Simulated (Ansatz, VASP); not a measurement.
## TiTe2: VASP beside Ansatz

Aim: how closely do two programs agree when they are given the same cell, functional and k mesh? The cell is generated by rule, not measured, and may not be a known phase. The cell is taken from a series of runs on this material, whose earlier steps may have relaxed, scaled, displaced or heated it; both programs get it as it stands.

Main program and level: Ansatz 0.2.0; plane waves, with VASP 6.6.1 beside it; zone-centre phonons at PBEsol.

The structure was built from a prototype and need not be the compound's stable phase.

### 1. Starting point

It takes space group P4_2/mnm (No. 136, tetragonal). Conventional cell: a = 6.690 Å, b = 6.690 Å, c = 3.637 Å, α = 90.00°, β = 90.00°, γ = 90.00°. Nearest to Ti lie 6 Te at 2.67 to 2.78 Å. Nearest to Te lie 3 Ti at 2.67 to 2.78 Å. Farther neighbours and most contacts between anions are not listed.

As a file:

```
Ti Te
1.0
     6.68975    0.00000    0.00000
     0.00000    6.68975    0.00000
     0.00000    0.00000    3.63676
Ti Te
2 4
Direct
  0.00000 0.00000 0.00000
  0.50000 0.50000 0.50000
  0.29346 0.29346 0.00000
  0.70654 0.70654 0.00000
  0.79346 0.20654 0.50000
  0.20654 0.79346 0.50000
```

### 2. VASP: zone-centre phonons, PBEsol

Second derivatives magnify differences that forces hide, and they need a tight electronic threshold.

Lines of VASP's logs that name or quote its potential files are left out, and so is its time.

INCAR

```
SYSTEM = TiTe2
PREC = Accurate
ENCUT = 500
EDIFF = 1E-08
NELM = 120
ISMEAR = 1
SIGMA = 0.15
LREAL = .FALSE.
ALGO = Normal
GGA = PS
NBANDS = 30
LASPH = .TRUE.
LORBIT = 11
LWAVE = .FALSE.
LCHARG = .FALSE.
ISIF = 2
IBRION = 8
GGA_COMPAT = .FALSE.
KPAR = 2
```

POSCAR

```
TiTe2
1.0
    6.6897527921      0.0000000000      0.0000000000
    0.0000000000      6.6897527921      0.0000000000
    0.0000000000      0.0000000000      3.6367582131
Ti Te
2 4
Direct
    0.0000000000      0.0000000000      0.0000000000
    0.5000000000      0.5000000000      0.5000000000
    0.2934602054      0.2934602054      0.0000000000
    0.7065397946      0.7065397946      0.0000000000
    0.7934602054      0.2065397946      0.5000000000
    0.2065397946      0.7934602054      0.5000000000
```

KPOINTS

```
Automatic mesh
0
Gamma
6 6 8
0 0 0
```

Potentials, in the order of the species: Ti_sv and Te (PBE family, release 64).

Command:

```sh
$ mpirun -np 2 vasp_std
```

Numbers of over 12 decimals in the logs are rounded to 6 here.

What it wrote:

```text
[banner, memory and clock lines left out]
running    2 mpi-ranks, on    1 nodes
 distrk:  each k-point on    1 cores,    2 groups
 distr:  one band on    1 cores,    1 groups

 POSCAR found type information on POSCAR TiTe
 POSCAR found :  2 types and       6 ions
|                                                                             |
|               ----> ADVICE to this user running VASP <----                  |
|                                                                             |
|     You enforced a specific xc type in the INCAR file but a different       |
|     [... a line on the potential file left out ...]
|     I HOPE YOU KNOW WHAT YOU ARE DOING!                                     |
|                                                                             |

 LDA part: xc-table for (Slater+PW92), standard interpolation
 POSCAR, INCAR and KPOINTS ok, starting setup
 FFT: planning ... GRIDC
 FFT: planning ... GRID_SOFT
 FFT: planning ... GRID
 WAVECAR not read
 entering main loop
       N       E                     dE             d eps       ncg     rms          rms(c)
DAV:   1     0.444415752264E+03    0.44442E+03   -0.20515E+04  3008   0.146E+03
DAV:   2     0.166354309381E+02   -0.42778E+03   -0.41486E+03  3224   0.392E+02
DAV:   3    -0.344911828863E+02   -0.51127E+02   -0.48941E+02  4916   0.122E+02
DAV:   4    -0.384506468969E+02   -0.39595E+01   -0.39324E+01  4492   0.292E+01
DAV:   5    -0.386672377547E+02   -0.21659E+00   -0.21645E+00  4184   0.577E+00    0.167E+01
DAV:   6    -0.399534259243E+02   -0.12862E+01   -0.51131E+01  3932   0.484E+01    0.211E+01
DAV:   7    -0.349319063335E+02    0.50215E+01   -0.41992E+01  3916   0.418E+01    0.858E+00
DAV:   8    -0.343942555160E+02    0.53765E+00   -0.21603E+00  3556   0.988E+00    0.356E+00
DAV:   9    -0.343954085259E+02   -0.11530E-02   -0.14143E+00  4164   0.719E+00    0.294E+00
DAV:  10    -0.343503744770E+02    0.45034E-01   -0.79288E-01  4062   0.627E+00    0.155E+00
DAV:  11    -0.343307922933E+02    0.19582E-01   -0.31522E-02  3948   0.123E+00    0.123E+00
DAV:  12    -0.343207710817E+02    0.10021E-01   -0.26122E-02  4058   0.950E-01    0.529E-01
DAV:  13    -0.343204478533E+02    0.32323E-03   -0.16025E-03  4688   0.197E-01    0.236E-01
DAV:  14    -0.343201260166E+02    0.32184E-03   -0.49133E-04  4186   0.137E-01    0.123E-01
DAV:  15    -0.343200363726E+02    0.89644E-04   -0.25298E-04  4526   0.973E-02    0.278E-02
DAV:  16    -0.343200340677E+02    0.23049E-05   -0.33144E-05  4644   0.352E-02    0.163E-02
DAV:  17    -0.343200348263E+02   -0.75864E-06   -0.16537E-06  4170   0.619E-03    0.100E-02
DAV:  18    -0.343200349711E+02   -0.14478E-06   -0.17155E-07  3902   0.306E-03    0.892E-03
DAV:  19    -0.343200347963E+02    0.17480E-06   -0.37841E-07  4194   0.411E-03    0.418E-03
DAV:  20    -0.343200347899E+02    0.64229E-08   -0.97953E-08  3774   0.193E-03
   1 F= -.34320035E+02 E0= -.34319374E+02  d E =-.198087E-02
 Linear response reoptimize wavefunctions to high precision
DAV:   1    -0.343200348036E+02   -0.13683E-07   -0.14422E-08  4082   0.702E-04
DAV:   2    -0.343200348035E+02    0.14552E-10   -0.41521E-10  1950   0.135E-04
 Linear response DOF=           4
 Linear response progress:
  Degree of freedom:   1/  4
       N       E                     dE             d eps       ncg     rms          rms(c)
RMM:   1    -0.751702138470E+00   -0.75170E+00    0.14731E+01  6027   0.110E+02
RMM:   2    -0.704858298711E+00    0.46844E-01   -0.51025E-01 10724   0.429E+00    0.194E-01
RMM:   3    -0.699970156950E+00    0.48881E-02   -0.29948E-02 12324   0.106E+00    0.954E-02
RMM:   4    -0.700566419352E+00   -0.59626E-03   -0.20104E-02 15271   0.500E-01    0.446E-02
RMM:   5    -0.701652618500E+00   -0.10862E-02   -0.13259E-03 15148   0.173E-01    0.264E-02
RMM:   6    -0.702145313843E+00   -0.49270E-03   -0.46727E-04 14944   0.843E-02    0.213E-02
RMM:   7    -0.702402576758E+00   -0.25726E-03   -0.15608E-04 14316   0.504E-02    0.537E-03
RMM:   8    -0.702391647438E+00    0.10929E-04   -0.81953E-05 15612   0.291E-02    0.449E-03
RMM:   9    -0.702385354714E+00    0.62927E-05   -0.38671E-05 15203   0.189E-02    0.264E-03
RMM:  10    -0.702391387686E+00   -0.60330E-05   -0.25224E-05 15611   0.122E-02    0.101E-03
RMM:  11    -0.702392317235E+00   -0.92955E-06   -0.22822E-05 15800   0.866E-03    0.796E-04
RMM:  12    -0.702395772585E+00   -0.34553E-05   -0.17084E-05 15736   0.637E-03    0.238E-04
RMM:  13    -0.702397075609E+00   -0.13030E-05   -0.10473E-05 15973   0.495E-03    0.189E-04
RMM:  14    -0.702396628386E+00    0.44722E-06   -0.11990E-05 15916   0.396E-03    0.125E-04
RMM:  15    -0.702396881988E+00   -0.25360E-06   -0.82121E-06 16278   0.332E-03    0.197E-04
RMM:  16    -0.702396565097E+00    0.31689E-06   -0.11608E-05 15946   0.285E-03    0.276E-04
RMM:  17    -0.702396556340E+00    0.87569E-08   -0.72368E-06 16184   0.250E-03    0.330E-04
RMM:  18    -0.702396820742E+00   -0.26440E-06   -0.69851E-06 16014   0.223E-03    0.365E-04
RMM:  19    -0.702396739917E+00    0.80826E-07   -0.44480E-06 15727   0.201E-03    0.414E-04
RMM:  20    -0.702396534627E+00    0.20529E-06   -0.53017E-06 14824   0.185E-03    0.492E-04
RMM:  21    -0.702396053881E+00    0.48075E-06   -0.43024E-06 14528   0.173E-03    0.589E-04
[...]
force on displaced ion       1 direction 1 :  -9.802   3.421   0.000
 Linear response progress:
  Degree of freedom:   2/  4
       N       E                     dE             d eps       ncg     rms          rms(c)
RMM:   1    -0.734595394823E+00   -0.73460E+00    0.97850E+00  4077   0.106E+02
RMM:   2    -0.691328414876E+00    0.43267E-01   -0.40991E-01  6546   0.392E+00    0.190E-01
RMM:   3    -0.690601434966E+00    0.72698E-03   -0.32838E-02  7575   0.875E-01    0.842E-02
RMM:   4    -0.691716388266E+00   -0.11150E-02   -0.19040E-02  8837   0.412E-01    0.369E-02
RMM:   5    -0.692740120562E+00   -0.10237E-02   -0.13136E-03  8912   0.147E-01    0.269E-02
RMM:   6    -0.693205744051E+00   -0.46562E-03   -0.49177E-04  8734   0.771E-02    0.115E-02
RMM:   7    -0.693493390882E+00   -0.28765E-03   -0.15305E-04  8960   0.400E-02    0.384E-03
RMM:   8    -0.693441872133E+00    0.51519E-04   -0.82468E-05  9319   0.231E-02    0.291E-03
RMM:   9    -0.693412672742E+00    0.29199E-04   -0.53888E-05  9092   0.156E-02    0.157E-03
RMM:  10    -0.693437497004E+00   -0.24824E-04   -0.42464E-05  9312   0.111E-02    0.649E-04
RMM:  11    -0.693424482768E+00    0.13014E-04   -0.33307E-05  9631   0.818E-03    0.387E-04
RMM:  12    -0.693429317305E+00   -0.48345E-05   -0.26831E-05  9237   0.647E-03    0.153E-04
RMM:  13    -0.693428806999E+00    0.51031E-06   -0.23791E-05  9687   0.532E-03    0.944E-05
RMM:  14    -0.693430314841E+00   -0.15078E-05   -0.20850E-05  9260   0.455E-03    0.507E-05
[...]
RMM:  20    -0.693431519996E+00   -0.31869E-06   -0.12326E-05  9892   0.253E-03    0.194E-04
RMM:  21    -0.693431782225E+00   -0.26223E-06   -0.11184E-05  9254   0.237E-03    0.218E-04
RMM:  22    -0.693432034780E+00   -0.25255E-06   -0.10394E-05  9506   0.221E-03    0.240E-04
RMM:  23    -0.693432241045E+00   -0.20627E-06   -0.94035E-06  9544   0.208E-03    0.266E-04
RMM:  24    -0.693432440728E+00   -0.19968E-06   -0.89432E-06  9391   0.196E-03    0.289E-04
RMM:  25    -0.693432608293E+00   -0.16756E-06   -0.82270E-06  8731   0.185E-03    0.312E-04
RMM:  26    -0.693432767744E+00   -0.15945E-06   -0.76260E-06  8849   0.174E-03    0.330E-04
RMM:  27    -0.693432945221E+00   -0.17748E-06   -0.70687E-06  8926   0.164E-03    0.343E-04
 first order change of Fermi-energy   0.28747E-03
 force on displaced ion       1 direction 3 :   0.000  -0.000  -3.380
 Linear response progress:
  Degree of freedom:   3/  4
       N       E                     dE             d eps       ncg     rms          rms(c)
RMM:   1    -0.606923497742E-01   -0.60692E-01    0.27345E-02 14193   0.110E+00
RMM:   2    -0.580930390266E-01    0.25993E-02   -0.67470E-03 13115   0.350E-01    0.115E-01
RMM:   3    -0.586274822370E-01   -0.53444E-03   -0.36124E-03 13508   0.317E-01    0.208E-01
RMM:   4    -0.581085783827E-01    0.51890E-03   -0.17869E-03 12236   0.220E-01    0.564E-02
RMM:   5    -0.582247809414E-01   -0.11620E-03   -0.79457E-04 14476   0.952E-02    0.445E-02
RMM:   6    -0.582595914377E-01   -0.34810E-04   -0.11540E-04 13159   0.493E-02    0.213E-02
RMM:   7    -0.582818947959E-01   -0.22303E-04   -0.39203E-05 13277   0.347E-02    0.103E-02
RMM:   8    -0.582855345923E-01   -0.36398E-05   -0.12864E-05 14376   0.204E-02    0.718E-03
RMM:   9    -0.582853098045E-01    0.22479E-06   -0.97463E-07 15217   0.946E-03    0.366E-03
RMM:  10    -0.582877585049E-01   -0.24487E-05    0.62846E-07 14534   0.582E-03    0.694E-04
RMM:  11    -0.582887857951E-01   -0.10273E-05    0.42601E-06 15930   0.293E-03    0.514E-04
RMM:  12    -0.582901733481E-01   -0.13876E-05    0.20669E-06 15930   0.163E-03    0.512E-04
RMM:  13    -0.582900444371E-01    0.12891E-06    0.27164E-06 15236   0.107E-03    0.246E-04
RMM:  14    -0.582903548231E-01   -0.31039E-06    0.70218E-07 15997   0.634E-04    0.125E-04
RMM:  15    -0.582906422948E-01   -0.28747E-06    0.10625E-06 15846   0.407E-04    0.455E-05
RMM:  16    -0.582905403379E-01    0.10196E-06    0.40920E-07 15637   0.250E-04    0.117E-04
RMM:  17    -0.582906441752E-01   -0.10384E-06    0.32984E-07 15339   0.171E-04    0.599E-05
RMM:  18    -0.582907110256E-01   -0.66850E-07    0.19536E-07 15833   0.119E-04    0.193E-05
RMM:  19    -0.582907350371E-01   -0.24012E-07    0.14851E-07 16027   0.728E-05    0.226E-05
RMM:  20    -0.582907682412E-01   -0.33204E-07    0.56522E-08 15111   0.538E-05    0.405E-06
RMM:  21    -0.582907780709E-01   -0.98297E-08    0.94248E-08 15926   0.371E-05    0.199E-06
 first order change of Fermi-energy  -0.56019E-01
 force on displaced ion       3 direction 1 :  -6.144  -4.410   0.000
 Linear response progress:
  Degree of freedom:   4/  4
       N       E                     dE             d eps       ncg     rms          rms(c)
RMM:   1    -0.440117325378E-01   -0.44012E-01    0.14244E-02 11727   0.102E+00
RMM:   2    -0.422984244213E-01    0.17133E-02   -0.54402E-03 10637   0.292E-01    0.782E-02
RMM:   3    -0.424768343985E-01   -0.17841E-03   -0.13037E-03 12795   0.125E-01    0.501E-02
RMM:   4    -0.425573949038E-01   -0.80561E-04   -0.21247E-04 13348   0.470E-02    0.310E-02
RMM:   5    -0.426815902788E-01   -0.12420E-03   -0.53127E-05 11672   0.324E-02    0.457E-03
RMM:   6    -0.426751330155E-01    0.64573E-05   -0.15674E-05 12398   0.160E-02    0.527E-03
RMM:   7    -0.426708927064E-01    0.42403E-05   -0.55613E-06 12220   0.876E-03    0.213E-03
RMM:   8    -0.426732469426E-01   -0.23542E-05   -0.38797E-06 13401   0.400E-03    0.900E-04
RMM:   9    -0.426737297405E-01   -0.48280E-06   -0.84176E-06 12957   0.225E-03    0.711E-04
RMM:  10    -0.426739956625E-01   -0.26592E-06   -0.61246E-07 12956   0.135E-03    0.366E-04
RMM:  11    -0.426741153480E-01   -0.11969E-06   -0.82830E-07 13807   0.743E-04    0.143E-04
RMM:  12    -0.426742402636E-01   -0.12492E-06   -0.28977E-07 13661   0.409E-04    0.830E-05
RMM:  13    -0.426743499111E-01   -0.10965E-06   -0.44619E-07 13801   0.244E-04    0.252E-05
RMM:  14    -0.426743973708E-01   -0.47460E-07   -0.32295E-07 13708   0.147E-04    0.157E-05
RMM:  15    -0.426744404606E-01   -0.43090E-07   -0.23894E-07 13577   0.954E-05    0.297E-06
RMM:  16    -0.426744412636E-01   -0.80293E-09   -0.12552E-07 13952   0.611E-05    0.310E-06
RMM:  17    -0.426744509150E-01   -0.96514E-08   -0.13002E-07 13593   0.409E-05    0.230E-06
RMM:  18    -0.426744572740E-01   -0.63590E-08   -0.60690E-08 13401   0.293E-05    0.202E-06
 first order change of Fermi-energy   0.21540E-03
 force on displaced ion       3 direction 3 :   0.008   0.008  -3.866
 Linear response finished
```

(Continued in part 2 of 2.)

[Lines on the potential files, build, host, timing and source positions are cut from VASP's logs without a mark.]

[Logs are printed without paths, hosts, clocks, repeated set-up lines and the standing remarks that a program may print on its own settings, such as how far it seeks lower states.]

[Hosts, paths, dates, database ids (printed as entryN), source tags and the programs' standing remarks are cut or masked in the printed files.]
